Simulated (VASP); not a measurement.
# SnBrCl3 (Pm-3m) in VASP: relaxation of cell and atoms with PBE

Aim: the relaxation of cell and atoms of SnBrCl3 with PBE.

All numbers are computed with VASP 6.6.1; they aren't measurements. Logs are shortened: lines on timing, memory, paths and dates and some standing lists are left out, and cuts for length are marked.

## 1. The structure

The structure is cubic, space group Pm-3m (No. 221). Conventional cell: a = 5.399 Å, b = 5.399 Å, c = 5.399 Å, α = 90.00°, β = 90.00°, γ = 90.00°. Around Sn (site symmetry m-3m) lie 6 Cl at 2.70 Å. Around Br (site symmetry m-3m) lie 12 Cl at 3.82 Å. Cl (site symmetry 4/mmm) has 2 Sn at 2.70 Å as nearest neighbours.

The cell was built by a generator and needn't be a form met in nature.

## 2. Relaxation of cell and atoms, PBE

File INCAR:

```
PREC = Normal ; ENCUT = 520
EDIFF = 1E-4 ; ISMEAR = 0
SIGMA = 0.15 ; LREAL = False
LASPH = True ; NELM = 60
ALGO = Fast ; ISIF = 3
LWAVE = False ; LCHARG = False
GGA = PE ; IBRION = 2
NSW = 24 ; EDIFFG = -0.08
```

File KPOINTS:

```
regular mesh
0
Gamma
  3 3 3
```

File POSCAR:

```
SnBrCl3
1.0
    5.3985508500      0.0000000000      0.0000000000
    0.0000000000      5.3985508500      0.0000000000
    0.0000000000      0.0000000000      5.3985508500
Sn Br Cl
1 1 3
Direct
    0.5000000000      0.5000000000      0.5000000000
    0.0000000000      0.0000000000      0.0000000000
    0.0000000000      0.5000000000      0.5000000000
    0.5000000000      0.0000000000      0.5000000000
    0.5000000000      0.5000000000      0.0000000000
```

Potentials or basis: VASP PAW PBE potentials, release 64 (Sn_d, Br, Cl).

Run with:

```
> cat potpaw_PBE.64/Sn_d/POTCAR potpaw_PBE.64/Br/POTCAR potpaw_PBE.64/Cl/POTCAR > POTCAR
> mpirun -np 1 vasp_std > vasp.out
```

OUTCAR:

```text
PREC = Normal
   ENCUT = 520
   EDIFF = 1E-4
   ISMEAR = 0
   LREAL = False
   LASPH = True
   NELM = 60
   ISIF = 3
   GGA = PE
   IBRION = 2
   NSW = 24
   EDIFFG = -0.08

 ion  position               nearest neighbor table
   1  0.500  0.500  0.500-   3 2.70   4 2.70   5 2.70   5 2.70   4 2.70   3 2.70
   2  0.000  0.000  0.000-
   3  0.000  0.500  0.500-   1 2.70   1 2.70
   4  0.500  0.000  0.500-   1 2.70   1 2.70
   5  0.500  0.500  0.000-   1 2.70   1 2.70

  LATTYP: Found a simple cubic cell.
 ALAT       =     5.3985508500

  Lattice vectors:

 A1 = (   5.3985508500,   0.0000000000,   0.0000000000)
 A2 = (   0.0000000000,   5.3985508500,   0.0000000000)
 A3 = (   0.0000000000,   0.0000000000,   5.3985508500)

Analysis of symmetry for initial positions (statically):
=====================================================================
 Subroutine PRICEL returns:
 Original cell was already a primitive cell.

 Routine SETGRP: Setting up the symmetry group for a
 simple cubic supercell.

 Subroutine GETGRP returns: Found 48 space group operations
 (whereof 48 operations were pure point group operations)
 out of a pool of 48 trial point group operations.

The static configuration has the point symmetry O_h .

Analysis of symmetry for dynamics (positions and initial velocities):
=====================================================================
 Subroutine PRICEL returns:
 Original cell was already a primitive cell.

 Routine SETGRP: Setting up the symmetry group for a
 simple cubic supercell.

 Subroutine GETGRP returns: Found 48 space group operations
 (whereof 48 operations were pure point group operations)
 out of a pool of 48 trial point group operations.

The dynamic configuration has the point symmetry O_h .

 Subroutine INISYM returns: Found 48 space group operations
 (whereof 48 operations are pure point group operations),
 and found     1 'primitive' translations

----------------------------------------------------------------------------------------

                                     Primitive cell

  volume of cell :     157.3373

  direct lattice vectors                    reciprocal lattice vectors
     5.398550850  0.000000000  0.000000000     0.185234895  0.000000000  0.000000000
     0.000000000  5.398550850  0.000000000     0.000000000  0.185234895  0.000000000
     0.000000000  0.000000000  5.398550850     0.000000000  0.000000000  0.185234895

  length of vectors
     5.398550850  5.398550850  5.398550850     0.185234895  0.185234895  0.185234895

  position of ions in fractional coordinates (direct lattice)
     0.500000000  0.500000000  0.500000000
     0.000000000  0.000000000  0.000000000
     0.000000000  0.500000000  0.500000000
     0.500000000  0.000000000  0.500000000
     0.500000000  0.500000000  0.000000000

  ion indices of the primitive-cell ions
   primitive index   ion index
                 1           1
                 2           2
                 3           3
                 4           4
                 5           5

----------------------------------------------------------------------------------------

 KPOINTS: regular mesh

Automatic generation of k-mesh.
 Grid dimensions read from file:
 generate k-points for:    3    3    3

 Generating k-lattice:

  Cartesian coordinates                     Fractional coordinates (reciprocal lattice)
     0.061744965  0.000000000  0.000000000     0.333333333  0.000000000  0.000000000
     0.000000000  0.061744965  0.000000000     0.000000000  0.333333333  0.000000000
     0.000000000  0.000000000  0.061744965     0.000000000  0.000000000  0.333333333

  Length of vectors
     0.061744965  0.061744965  0.061744965

  Shift w.r.t. Gamma in fractional coordinates (k-lattice)
     0.000000000  0.000000000  0.000000000

 Subroutine IBZKPT returns following result:
 ===========================================

 Found      4 irreducible k-points:

 Following reciprocal coordinates:
            Coordinates               Weight
  0.000000  0.000000  0.000000      1.000000
  0.333333  0.000000  0.000000      6.000000
  0.333333  0.333333  0.000000     12.000000
  0.333333  0.333333  0.333333      8.000000
   k-points           NKPTS =      4   k-points in BZ     NKDIM =      4   number of bands    NBANDS=     25
   number of dos      NEDOS =    301   number of ions     NIONS =      5
   total plane-waves  NPLWV =  27000
   dimension x,y,z NGX =    30 NGY =   30 NGZ =   30
   dimension x,y,z NGXF=    60 NGYF=   60 NGZF=   60
   ions per type =               1   1   3
   NGX,Y,Z   is equivalent  to a cutoff of   9.24,  9.24,  9.24 a.u.
   NGXF,Y,Z  is equivalent  to a cutoff of  18.48, 18.48, 18.48 a.u.
 SYSTEM =  unknown system
   PREC   = normal    normal or accurate (medium, high low for compatibility)
   ISTART =      0    job   : 0-new  1-cont  2-samecut
   ICHARG =      2    charge: 1-file 2-atom 10-const
   ISPIN  =      1    spin polarized calculation?
   LNONCOLLINEAR =      F non collinear calculations
   LSORBIT =      F    spin-orbit coupling
   LASPH  =      T    aspherical Exc in radial PAW
   ENCUT  =  520.0 eV  38.22 Ry    6.18 a.u.  10.04 10.04 10.04*2*pi/ulx,y,z
   NELM   =     60;   NELMIN=  2; NELMDL= -5     # of ELM steps
   EDIFF  = 0.1E-03   stopping-criterion for ELM
   LREAL  =      F    real-space projection
   EDIFFG = -.8E-01   stopping-criterion for IOM
   NSW    =     24    number of steps for IOM
   IBRION =      2    ionic relax: 0-MD 1-quasi-New 2-CG
   NFREE  =      1    steps in history (QN), initial steepest desc. (CG)
   ISIF   =      3    stress and relaxation
   ISYM   =      2    0-nonsym 1-usesym 2-fastsym
   POTIM  = 0.5000    time-step for ionic-motion
   TEBEG  =    0.0;   TEEND  =   0.0 temperature during run
   PSTRESS=    0.0 pullay stress
   NELECT =      42.0000    total number of electrons
   NUPDOWN=      -1.0000    fix difference up-down
   EMIN   =  10.00;   EMAX   =-10.00  energy-range for DOS
   EFERMI =   0.00;   METHOD = LEGACY
   ISMEAR =     0;   SIGMA  =   0.15  broadening in eV -4-tet -1-fermi 0-gaus
   EFERMI_NEDOS =   21; number of points for ismear=-14 and -15
   IALGO  =     68    algorithm
   IMIX   =      4    mixing-type and parameters
     AMIX     =   0.40;   BMIX     =  1.00
     AMIX_MAG =   1.60;   BMIX_MAG =  1.00
  volume/ion in A,a.u.               =      31.47       212.35
  Fermi-wavevector in a.u.,A,eV,Ry     =   1.054097  1.991955 15.117723  1.111121
  Thomas-Fermi vector in A             =   2.189244
   LORBIT       =      0    0 simple, 1 ext, 2 COOP (PROOUT), +10 PAW based schemes
   GGA     = PE    functional components
   LHFCALC =     F    Hartree Fock is set to
   AEXX    =    0.0000 exact exchange contribution
   IVDW    =     0    specifies the selected vdW correction
   LEPSILON=     F    determine dielectric tensor
   LRPA    =     F    only Hartree local field effects (RPA)
 conjugate gradient relaxation of ions
 non-spin polarized calculation
 RMM-DIIS sequential band-by-band and
 Gauss-broadening in eV      SIGMA  =   0.15
  energy-cutoff  :      520.00
  volume of cell :      157.34
 maximum number of plane-waves:      4254
   NGX = 21   NGY = 21   NGZ = 21

--------------------------------------- Ionic step        1  -------------------------------------------

 number of electron      42.0000047 magnetization

 Free energy of the ion-electron system (eV)
  ---------------------------------------------------
  ext. energy  EPLUGINS =         0.00000000
  ---------------------------------------------------
  free energy    TOTEN  =       -12.73652286 eV

  energy without entropy =      -12.58490767  energy(sigma->0) =      -12.66071526

------------------------ aborting loop because EDIFF is reached ----------------------------------------

  FORCE on cell =-STRESS in cart. coord.  units (eV):
  Direction    XX          YY          ZZ          XY          YZ          ZX
  --------------------------------------------------------------------------------------
  -------------------------------------------------------------------------------------
  Total       -1.6639578     -1.6639578     -1.6639578      0.0000000      0.0000000     -0.0000000
  in kB      -16.9442096    -16.9442096    -16.9442096      0.0000000      0.0000000     -0.0000000
  external PRESSURE =     -16.9442096 kB  Pullay stress =       0.0000000 kB

 VOLUME and BASIS-vectors are now :
 -----------------------------------------------------------------------------
  energy-cutoff  :      520.00
  volume of cell :      157.34
      direct lattice vectors                 reciprocal lattice vectors
     5.398550850  0.000000000  0.000000000     0.185234895  0.000000000  0.000000000
     0.000000000  5.398550850  0.000000000     0.000000000  0.185234895  0.000000000
     0.000000000  0.000000000  5.398550850     0.000000000  0.000000000  0.185234895
[... 79 lines left out ...]
 POSITION                                       TOTAL-FORCE (eV/Angst)
 -----------------------------------------------------------------------------------
      2.64663      2.64663      2.64663         0.000000      0.000000      0.000000
      0.00000      0.00000      0.00000        -0.000000     -0.000000      0.000000
      0.00000      2.64663      2.64663        -0.000000     -0.000000      0.000000
      2.64663      0.00000      2.64663        -0.000000     -0.000000      0.000000
      2.64663      2.64663      0.00000        -0.000000      0.000000      0.000000
 -----------------------------------------------------------------------------------
    total drift:                                0.000000      0.000000      0.000000

  FREE ENERGIE OF THE ION-ELECTRON SYSTEM (eV)
  ---------------------------------------------------
  free  energy   TOTEN  =       -12.7998901622 eV

  energy  without entropy=      -12.6539662802  energy(sigma->0) =      -12.72692822

--------------------------------------- Ionic step        4  -------------------------------------------

 number of electron      42.0000049 magnetization

 Free energy of the ion-electron system (eV)
  ---------------------------------------------------
  ext. energy  EPLUGINS =         0.00000000
  ---------------------------------------------------
  free energy    TOTEN  =       -12.80342454 eV

  energy without entropy =      -12.66050264  energy(sigma->0) =      -12.73196359

 E-fermi :   0.9297     XC(G=0):  -8.3407

 val. band max:        0.9139146998   @ k =   0.3333   0.3333   0.3333
 cond. band min:       0.9348125272   @ k =   0.3333   0.3333   0.0000
 fundamental gap:      0.0208978273
 Fermi energy:         0.9296623751

 k-point     1 :       0.0000    0.0000    0.0000
  band No.  band energies     occupation
      1     -20.5213      2.00000
      2     -20.5213      2.00000
      3     -20.4336      2.00000
      4     -20.4336      2.00000
      5     -20.4336      2.00000
      6     -13.9629      2.00000
[... 17 lines left out ...]
     24       8.3357      0.00000
     25       8.3367      0.00000
[... 104 lines left out ...]
 POSITION                                       TOTAL-FORCE (eV/Angst)
 -----------------------------------------------------------------------------------
      2.62800      2.62800      2.62800         0.000000      0.000000      0.000000
      0.00000      0.00000      0.00000        -0.000000     -0.000000      0.000000
      0.00000      2.62800      2.62800        -0.000000     -0.000000      0.000000
      2.62800      0.00000      2.62800        -0.000000     -0.000000      0.000000
      2.62800      2.62800      0.00000        -0.000000      0.000000      0.000000
 -----------------------------------------------------------------------------------
    total drift:                                0.000000      0.000000      0.000000

  FREE ENERGIE OF THE ION-ELECTRON SYSTEM (eV)
  ---------------------------------------------------
  free  energy   TOTEN  =       -12.8034245382 eV

  energy  without entropy=      -12.6605026446  energy(sigma->0) =      -12.73196359

 reached required accuracy - stopping structural energy minimisation
```

Run time: 17 s. Hardware: 1 thread of Intel Xeon 6975P-C (Granite Rapids), shared host; peak memory 0.18 GiB.

Results:

```yaml
Free_energy: -12.8034 eV
Relaxed_volume: 29.04 Å³/atom
Relaxed_cell: a = 5.256 Å, b = 5.256 Å, c = 5.256 Å, α = 90.00°, β = 90.00°, γ = 90.00°
Space_group_after_relaxing_to_0.05_Å: Pm-3m (No. 221)
Energy_gained_by_relaxing: 13.4 meV/atom
Ionic_steps: 4
Pressure_after_relaxing: 0.1 GPa
Band_gap_on_the_k_mesh: none (metal or under the smearing width)
```

The path:
| step | energy change (eV) | largest force (eV/Å) | pressure (GPa) | volume (Å³) |
| --- | --- | --- | --- | --- |
| 1 | 0.0000 | 0.0000 | -1.69 | 157.34 |
| 2 | -0.0577 | 0.0000 | -0.50 | 149.88 |
| 3 | -0.0634 | 0.0000 | -0.54 | 148.31 |
| 4 | -0.0669 | 0.0000 | 0.07 | 145.20 |

Final structure:
```xyz
5
Lattice="5.2560 0.0000 0.0000 0.0000 5.2560 0.0000 0.0000 0.0000 5.2560" Properties=species:S:1:pos:R:3 pbc="T T T"
Sn    2.6280    2.6280    2.6280
Br    0.0000    0.0000    0.0000
Cl    0.0000    2.6280    2.6280
Cl    2.6280    0.0000    2.6280
Cl    2.6280    2.6280    0.0000
```

Caveat: the k mesh is coarse (spacing up to 0.39 Å⁻¹), so the values aren't converged; the relaxation stopped at a loose force limit of 0.08 eV/Å, so its end isn't a converged minimum.
